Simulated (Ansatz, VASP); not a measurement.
**Hf (Hafnium) in two plane-wave programs**

Aim: how closely do two programs agree when they are given the same cell, functional and k mesh? The cell is taken from a series of runs on this material, whose earlier steps may have relaxed, scaled, displaced or heated it; both programs get it as it stands.

Program: Ansatz 0.2.0. Level of theory: plane waves, with VASP 6.6.1 beside it; LDA. Results are calculated unless marked as measured.

### Step 1. The structure

It takes space group P6_3/mmc (No. 194, hexagonal). The conventional cell has a = 3.093 Å, b = 3.093 Å, c = 5.088 Å, α = 90.00°, β = 90.00°, γ = 120.00°. Hf has 12 Hf at 3.09 to 3.11 Å nearest.

### Step 2. Ansatz: zone-centre phonons, LDA

Ansatz runs on its PAW soft_1 files.

Second derivatives magnify differences that forces hide, and they need a tight electronic threshold.

input.yaml

```yaml
crystal:
  lattice:
    - [3.0931233467, 0.0, 0.0]
    - [-1.5465616733, 2.6787233953, 0.0]
    - [0.0, 0.0, 5.087613475]
  atoms:
    - { symbol: Hf, position: [0.3333333334, 0.6666666666, 0.25] }
    - { symbol: Hf, position: [0.6666666666, 0.3333333334, 0.75] }
kpoints:
  mp_grid: { grid: [15, 15, 8] }
hamiltonian:
  xc: lda
  pseudopotentials: { kind: paw, azcp: { folder: soft_1 }, xc_functional: pbe }
scf:
  occupations: { method: methfessel_paxton, width: 0.2 }
output:
  eigenvalues: true
phonons:
  method: dfpt
```

The run is started by

```bash
$ ansatz run input.yaml --threads 4 --pin off --max-ram 10240MiB --backend cpu --events-out ev --progress --plain --runs-dir out
```

Numbers of over 12 decimals in the logs are rounded to 6 here.

The program printed:

```text
zone centre: on kpoints.mp_grid the ground state, and the responses unless they are solved on pairs of k-points, stand on 320 of the mesh's 1800 k-points, reduced under 4 symmetry operations, with k and −k counted as one. Each operation leaves every solved displacement unchanged or reverses it
Engine: ansatz 0.2.0, aarch64-unknown-linux-gnu
Pseudopotentials: kind: paw
Pseudopotential: Hf, paw, valence charge 26, recommended cutoff 420 eV (normal), soft_1/Hf.paw.azcp
Functional definition: SPW92
  exchange = slater_x
  correlation = pw_c
Crystal: 2 atoms, lattice volume = 42.154 Å³
Basis set: ecut = 420 eV, 809 PW (Γ), exchange–correlation on 48×48×72 points (8 copies of the dense FFT grid, shifted against one another)
Bands: 32, of which v1, the nominal top of the filled ones, is band 26 counted from 1 (25 counted from 0)
Symmetry: 24 space group operations
k-points: 320 of 1800 (irreducible under 4 space group operations, time reversal used)
Non-local potential: Hf, projectors of the file, l = 0: 3, l = 1: 2, l = 2: 2, l = 3: 3
PAW form: soft (Blöchl's): semilocal exchange-correlation on the pseudo side does not see the compensation charge
PAW frozen core: Hf, regenerated for the run's functional, and the local potential with it (the file was generated under x = pbe(κ = 0.804, μ = 0.219515), c = pbe(β = 0.066725))
PAW one-centre angular grid: Hf, 590 points (default); XC on 64 Gauss nodes
Initial density: superposition of atomic densities (chi_scale 0.1, normalization cell)
Initial wavefunctions: pseudopotential atomic-orbital guess
Functional: x = slater, c = lda
SCF iter   1: F=—  HF=-30955.185702 eV  |F-HF|=—  |Δ(HF+E_count)|=         —  Δρ=3.38e-2  dr2=5.66e-1  ethr=3.10e-3  ⟨swp⟩=4.8  Hψ=34651  notcnv=0
preconditioner: auto → Kerker (q_TF=auto, 2.825 Å⁻¹)  [metal: Δε(μ)=0.020 eV  Ē_g=16.967 eV  σ=0.200 eV  W_gap=0.08  n_scr=22 (ndim 8)  ℏωp=39.6 eV  f_vac=0.000  D(μ)=1.50/eV (n_scr^D=10)]
SCF iter   2: F=—  HF=-30955.055601 eV  |F-HF|=—  |Δ(HF+E_count)|=   1.30e-1  S|Δr|=    0.00e0  Δρ=2.11e-2  dr2=2.20e-1  ethr=1.09e-3  ⟨swp⟩=2.1  Hψ=18102  notcnv=0  defer=10
SCF iter   3: F=—  HF=-30955.003361 eV  |F-HF|=—  |Δ(HF+E_count)|=   5.22e-2  S|Δr|=    0.00e0  Δρ=7.99e-3  dr2=3.09e-2  ethr=4.22e-4  ⟨swp⟩=2.0  Hψ=15923  notcnv=0  defer=24
SCF iter   4: F=—  HF=-30954.965729 eV  |F-HF|=—  |Δ(HF+E_count)|=   3.76e-2  S|Δr|=    0.00e0  Δρ=3.07e-3  dr2=1.88e-3  ethr=5.95e-5  ⟨swp⟩=2.0  Hψ=18451  notcnv=0  defer=24
SCF iter   5: F=—  HF=-30954.966756 eV  |F-HF|=—  |Δ(HF+E_count)|=   1.03e-3  S|Δr|=    0.00e0  Δρ=6.90e-4  dr2=1.91e-4  ethr=3.62e-6  ⟨swp⟩=2.9  Hψ=18185  notcnv=0  defer=24
SCF iter   6: F=—  HF=-30954.966894 eV  |F-HF|=—  |Δ(HF+E_count)|=   1.38e-4  S|Δr|=    0.00e0  Δρ=1.25e-4  dr2=5.07e-6  ethr=3.67e-7  ⟨swp⟩=2.0  Hψ=18463  notcnv=0  defer=24
SCF iter   7: F=—  HF=-30954.966908 eV  |F-HF|=—  |Δ(HF+E_count)|=   1.36e-5  S|Δr|=    0.00e0  Δρ=2.70e-5  dr2=2.63e-7  ethr=9.75e-9  ⟨swp⟩=2.2  Hψ=18954  notcnv=0  defer=148
SCF iter   8: F=—  HF=-30954.966908 eV  |F-HF|=—  |Δ(HF+E_count)|=   2.21e-8  S|Δr|=    0.00e0  Δρ=4.65e-6  dr2=7.81e-9  ethr=5.06e-10  ⟨swp⟩=2.7  Hψ=18602  notcnv=0  defer=148
SCF iter   9: F=—  HF=-30954.966908 eV  |F-HF|=—  |Δ(HF+E_count)|=   1.86e-9  S|Δr|=    0.00e0  Δρ=7.51e-7  dr2=1.79e-10  ethr=1.50e-11  ⟨swp⟩=2.2  Hψ=16899  notcnv=0  defer=148
SCF iter  10: F=—  HF=-30954.966908 eV  |F-HF|=—  |Δ(HF+E_count)|=  3.64e-11  S|Δr|=    0.00e0  Δρ=2.25e-7  dr2=1.13e-11  ethr=1.00e-12  ⟨swp⟩=1.9  Hψ=11496  notcnv=0  defer=149
SCF iter  11: F=-30954.966908 eV  HF=-30954.966908 eV  |F-HF|=1.09e-11  |Δ(HF+E_count)|=  3.64e-12  S|Δr|=    0.00e0  Δρ=4.46e-8  dr2=2.54e-13  ethr=1.00e-12  ⟨swp⟩=9.5  Hψ=57031  notcnv=0
SCF 1 converged in 11 iterations: F = -30954.966908 eV  dr2 = 2.54e-13
  greatest PAW one-centre occupation: 0.998 electrons in one spin orbital (limit 2), on the Hf atom at site 1 (counted from 0), in its partial waves of l = 3
DFPT response loops at Γ: preconditioner auto → Kerker (q_TF=auto, 2.825 Å⁻¹) (partly filled bands, converged f_vac=0.000); β = 1.00, the filter's whole step (`scf.mixing.beta` (0.50) is not read by the response loops under this deck's `scf.mixing.preconditioner`; to damp them name `kerker` or `kerker_dos`, under which they read `scf.mixing.beta`, and type it under 1.00, their step now; both keys bind the ground state too); Broyden in place of MSR1
SCF converged after 11 iterations
Stability not checked: this state was not tested for a lower state beside it, because cold or Methfessel-Paxton smearing, or corrected tetrahedra, fill the levels in a way that the test cannot read (fill_not_monotonic; see scf.lower_state_search)
Free energy (F): -30954.966908 eV
Harris-Foulkes:  -30954.966908 eV  (|F-HF|=1.09e-11)
Internal energy: -30954.968698 eV  (E = F + TS)
E sigma→0 (E₀):  -30954.967355 eV
Entropy (-TS):   0.001791 eV (0.895 meV/atom)
Fermi energy:    19.044095 eV
--- Per-component energies (eV) ---
  E_band       = 32.737192
  E_kinetic    = 824.023825
  E_local      = -12332.244286  (includes V_loc(G=0)·N_el)
  E_nonlocal   = 142.780723
  E_hartree    = 6021.196023
  E_xc         = -530.564774
  E_vxc        = -512.158926  (∫ρ·V_xc dr)
  E_paw        = -14907.380596  (= ΣΔE_a)
  E_vpaw       = -132.056408  (= ΣTr[D̂ρ^β])
  E_aug_tail   = 0.000214  (compensation charges beyond the density's cutoff)
  E_ewald      = -10177.694003
  E_core_change = 4.914176  (= ΣΔE_core)
  E_smearing   = 0.001791  (= −TS)
  E_closure    = -0.000000  (closes the sum)
  Σ components = -30954.966908   (vs F -30954.966908, Δ=0.00e0)
--- Band table (eV; the first three rows and the last of 320) ---
  k-point 0: bands = [... 22 lower, 11.4933, 15.0435, 19.7033, 20.0664, 20.2475, 20.2475, 21.0191, 21.0191, ... 2 higher]
  k-point 1: bands = [... 22 lower, 11.6393, 14.9749, 19.4892, 19.9538, 20.1900, 20.1900, 20.9192, 20.9192, ... 2 higher]
  k-point 2: bands = [... 22 lower, 12.0599, 14.7173, 19.0833, 19.6561, 20.1030, 20.1030, 20.6787, 20.6787, ... 2 higher]
  k-point 319: bands = [... 22 lower, 16.0684, 16.0684, 18.2300, 18.2300, 19.0507, 19.0507, 21.2861, 21.2861, ... 2 higher]
--- Phonons (Γ-DFPT): 2 representative perturbations + reference, on 320 of 1800 k-points (Σ response iterations 6) ---
  k mesh reduced under 4 symmetry operations, with k and −k counted as one. Each operation leaves every solved displacement unchanged or reverses it
  ASR residual: 3.322e-5 → 0.000e0 eV/Å²; symmetrization residual: 1.199e-9 eV/Å²
  ASR residual per site (eV/Å²): 3.32e-5 3.32e-5
  Γ frequencies (cm⁻¹): 0.00 0.00 0.00 66.17 66.17 100.91
  non-analytic LO–TO correction: not included (Born effective charges unavailable; polar crystals: no LO–TO splitting at Γ)
```

### Step 3. VASP: zone-centre phonons, LDA

The same cell, functional (in two slightly different forms), mesh and smearing now go to VASP, with its own data sets.

Lines of VASP's logs that name or quote its potential files are left out, and so is its time.

INCAR

```
SYSTEM = Hf
PREC = Accurate
ENCUT = 500
EDIFF = 1E-08
NELM = 120
ISMEAR = 1
SIGMA = 0.2
LREAL = .FALSE.
ALGO = Normal
GGA = PW92
NBANDS = 16
LASPH = .TRUE.
LORBIT = 11
LWAVE = .FALSE.
LCHARG = .FALSE.
ISIF = 2
IBRION = 8
GGA_COMPAT = .FALSE.
KPAR = 2
```

POSCAR

```
Hf
1.0
    3.0931233467      0.0000000000      0.0000000000
   -1.5465616733      2.6787233953      0.0000000000
    0.0000000000      0.0000000000      5.0876134750
Hf
2
Direct
    0.3333333331      0.6666666665      0.2500000000
    0.6666666665      0.3333333331      0.7500000000
```

KPOINTS

```
Automatic mesh
0
Gamma
15 15 8
0 0 0
```

PAW data sets: Hf_pv (LDA family, release 64).

The run is started by

```bash
$ mpirun -np 2 vasp_std
```

The program printed:

```text
[banner, memory and clock lines left out]
running    2 mpi-ranks, on    1 nodes
 distrk:  each k-point on    1 cores,    2 groups
 distr:  one band on    1 cores,    1 groups

 POSCAR found type information on POSCAR Hf
 POSCAR found :  1 types and       2 ions
|                                                                             |
|               ----> ADVICE to this user running VASP <----                  |
|                                                                             |
|     You enforced a specific xc type in the INCAR file but a different       |
|     [... a line on the potential file left out ...]
|     I HOPE YOU KNOW WHAT YOU ARE DOING!                                     |
|                                                                             |

 LDA part: xc-table for (Slater(with rela. corr.)+PW92), standard interpolation
 POSCAR, INCAR and KPOINTS ok, starting setup
 FFT: planning ... GRIDC
 FFT: planning ... GRID_SOFT
 FFT: planning ... GRID
 WAVECAR not read
 entering main loop
       N       E                     dE             d eps       ncg     rms          rms(c)
DAV:   1     0.463140980257E+02    0.46314E+02   -0.11391E+04  4336   0.116E+03
DAV:   2    -0.205157384499E+02   -0.66830E+02   -0.65313E+02  5640   0.249E+02
DAV:   3    -0.220436299117E+02   -0.15279E+01   -0.15198E+01  5872   0.262E+01
DAV:   4    -0.220542197708E+02   -0.10590E-01   -0.10588E-01  5200   0.265E+00
DAV:   5    -0.220543502958E+02   -0.13052E-03   -0.13052E-03  5856   0.240E-01    0.675E+01
DAV:   6    -0.215400808919E+02    0.51427E+00   -0.44607E-01  5080   0.442E+00    0.396E+01
DAV:   7    -0.213585166325E+02    0.18156E+00   -0.70411E-01  5280   0.534E+00    0.182E+00
DAV:   8    -0.213500596310E+02    0.84570E-02   -0.42413E-02  5032   0.144E+00    0.368E-01
DAV:   9    -0.213501369057E+02   -0.77275E-04   -0.91797E-04  5872   0.221E-01    0.175E-01
DAV:  10    -0.213501333081E+02    0.35976E-05   -0.39402E-05  5152   0.459E-02    0.181E-01
DAV:  11    -0.213501308966E+02    0.24114E-05   -0.36649E-06  5864   0.125E-02    0.117E-02
DAV:  12    -0.213501308506E+02    0.45985E-07   -0.33100E-07  5072   0.399E-03    0.480E-03
DAV:  13    -0.213501308416E+02    0.90540E-08   -0.10213E-08  3792   0.761E-04
   1 F= -.21350131E+02 E0= -.21350624E+02  d E =0.148018E-02
 Linear response reoptimize wavefunctions to high precision
DAV:   1    -0.213501308419E+02   -0.34743E-09   -0.10341E-09  3768   0.271E-04
DAV:   2    -0.213501308419E+02   -0.45475E-11   -0.14333E-10  2928   0.938E-05
 Linear response DOF=           2
 Linear response progress:
  Degree of freedom:   1/  2
       N       E                     dE             d eps       ncg     rms          rms(c)
RMM:   1    -0.196481642331E+00   -0.19648E+00    0.46231E+00 18617   0.118E+01
RMM:   2    -0.201385995607E+00   -0.49044E-02   -0.36987E-02 27665   0.120E+00    0.594E-01
RMM:   3    -0.200642315074E+00    0.74368E-03   -0.42578E-03 35132   0.254E-01    0.122E-01
RMM:   4    -0.200294808884E+00    0.34751E-03   -0.46445E-04 41154   0.873E-02    0.189E-01
RMM:   5    -0.199897706921E+00    0.39710E-03   -0.54168E-05 37971   0.364E-02    0.154E-02
RMM:   6    -0.199821579948E+00    0.76127E-04   -0.93614E-05 42732   0.133E-02    0.277E-02
RMM:   7    -0.199826464215E+00   -0.48843E-05   -0.73195E-05 38077   0.478E-03    0.191E-02
RMM:   8    -0.199820275921E+00    0.61883E-05   -0.28177E-05 41361   0.167E-03    0.186E-02
RMM:   9    -0.199817809690E+00    0.24662E-05   -0.14237E-05 40172   0.115E-03    0.646E-03
RMM:  10    -0.199817844160E+00   -0.34470E-07   -0.10207E-05 43357   0.449E-04    0.155E-03
RMM:  11    -0.199817579631E+00    0.26453E-06   -0.52650E-06 40685   0.250E-04    0.672E-04
RMM:  12    -0.199817559077E+00    0.20555E-07   -0.29072E-06 42029   0.100E-04    0.140E-04
RMM:  13    -0.199817593739E+00   -0.34663E-07   -0.15299E-06 40262   0.520E-05    0.628E-05
RMM:  14    -0.199817606915E+00   -0.13176E-07   -0.75548E-07 38746   0.370E-05    0.111E-05
RMM:  15    -0.199817617999E+00   -0.11084E-07   -0.37497E-07 32833   0.299E-05    0.313E-05
RMM:  16    -0.199817618709E+00   -0.71030E-09   -0.19697E-07 28584   0.270E-05    0.955E-06
RMM:  17    -0.199817620905E+00   -0.21958E-08   -0.96155E-08 26234   0.254E-05    0.128E-06
 first order change of Fermi-energy  -0.58501E-05
 force on displaced ion       1 direction 1 :  -1.395  -0.000   0.000
 Linear response progress:
  Degree of freedom:   2/  2
       N       E                     dE             d eps       ncg     rms          rms(c)
RMM:   1    -0.243678775933E+00   -0.24368E+00    0.48378E+00  6442   0.122E+01
RMM:   2    -0.253675123355E+00   -0.99963E-02   -0.43625E-02  9513   0.124E+00    0.756E-01
RMM:   3    -0.252937469659E+00    0.73765E-03   -0.31942E-03 11002   0.275E-01    0.193E-01
RMM:   4    -0.252790857185E+00    0.14661E-03   -0.26542E-04 13224   0.923E-02    0.207E-01
RMM:   5    -0.252563865681E+00    0.22699E-03    0.18936E-04 13071   0.381E-02    0.586E-02
RMM:   6    -0.252483380160E+00    0.80486E-04    0.30280E-05 11770   0.182E-02    0.481E-02
RMM:   7    -0.252498642807E+00   -0.15263E-04   -0.10592E-05 12268   0.609E-03    0.230E-02
RMM:   8    -0.252502415104E+00   -0.37723E-05    0.14155E-05 13075   0.325E-03    0.409E-03
RMM:   9    -0.252497069584E+00    0.53455E-05    0.16047E-05 13846   0.175E-03    0.276E-03
RMM:  10    -0.252497188527E+00   -0.11894E-06    0.65795E-06 12966   0.513E-04    0.423E-04
RMM:  11    -0.252497136757E+00    0.51770E-07    0.78471E-06 14166   0.206E-04    0.303E-04
RMM:  12    -0.252497299038E+00   -0.16228E-06    0.46543E-06 13708   0.871E-05    0.805E-05
RMM:  13    -0.252497342267E+00   -0.43229E-07    0.41046E-06 14167   0.509E-05    0.248E-05
RMM:  14    -0.252497476131E+00   -0.13386E-06    0.27781E-06 12634   0.344E-05    0.967E-06
RMM:  15    -0.252497594262E+00   -0.11813E-06    0.16174E-06 13109   0.280E-05    0.233E-06
RMM:  16    -0.252497703372E+00   -0.10911E-06    0.54689E-07 10098   0.238E-05    0.138E-06
RMM:  17    -0.252497722246E+00   -0.18875E-07    0.31855E-07  9121   0.223E-05    0.695E-07
RMM:  18    -0.252497740042E+00   -0.17796E-07    0.12244E-07  8216   0.215E-05    0.547E-07
RMM:  19    -0.252497744758E+00   -0.47164E-08    0.83941E-08  7522   0.210E-05    0.188E-07
 first order change of Fermi-energy  -0.16678E-03
 force on displaced ion       1 direction 3 :  -0.000   0.000  -3.307
 Linear response finished
```

(Part 1 of 2 ends here.)

[Lines on the potential files, build, host, timing and source positions are cut from VASP's logs without a mark.]

[Logs are printed without paths, hosts, clocks, repeated set-up lines and the standing remarks that a program may print on its own settings, such as how far it seeks lower states.]

[Hosts, paths, dates, database ids (printed as entryN), source tags and the programs' standing remarks are cut or masked in the printed files.]
